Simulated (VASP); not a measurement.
Calculation: PBE GGA, VASP's PBE PAW potentials (set 64) (plane waves; VASP).

VASP ran on this input.

### INCAR
```
# general
SYSTEM   =  Ni3Si
PREC     =  Accurate
ENCUT    =  600
LREAL    =  .FALSE.   # projection in real space or not
LASPH    =  .TRUE.   # aspherical one-centre terms

# electronic loop
EDIFF    =  1E-6   # SCF stop (eV)
NELM     =  100   # most electronic steps
ALGO     =  Normal
LMAXMIX  =  4

# smearing
ISMEAR   =  1
SIGMA    =  0.1   # width (eV)

# functional
GGA      =  PE   # PBE

# ions
ISIF     =  2

# output
LWAVE    =  .FALSE.
LCHARG   =  .FALSE.
```

File KPOINTS:
```
kpoints
0
gamma
8 8 8
0 0 0
```

POSCAR:
```
Ni3Si
3.510
  1.0000000000   0.0000000000   0.0000000000
  0.0000000000   1.0000000000   0.0000000000
  0.0000000000   0.0000000000   1.0000000000
Si Ni
1 3
Cartesian
  0.0000000000   0.0000000000   0.0000000000
  0.0000000000   0.5000000000   0.5000000000
  0.5000000000   0.0000000000   0.5000000000
  0.5000000000   0.5000000000   0.0000000000
```

POTCAR, in this order: Si Ni (PBE.64 set). Program: vasp_std.

What will the output report for the number of irreducible k-points (NKPTS), number of bands (NBANDS), largest plane-wave count, number of space-group operations, FFT grid (NGX, NGY, NGZ)?

```
Property                                      Result
--------------------------------------  ------------
number of irreducible k-points (NKPTS)            35
number of bands (NBANDS)                          21
largest plane-wave count                        1472
number of space-group operations                  48
FFT grid (NGX, NGY, NGZ)                28 × 28 × 28
```

The compound is Ni3Si in the L1_2 structure. The cell was not relaxed at this level. The run is one of a series of settings (ENCUT = 600 against the base run), some of them coarse on purpose. The run is not spin-polarised, so no magnetic state was tried.
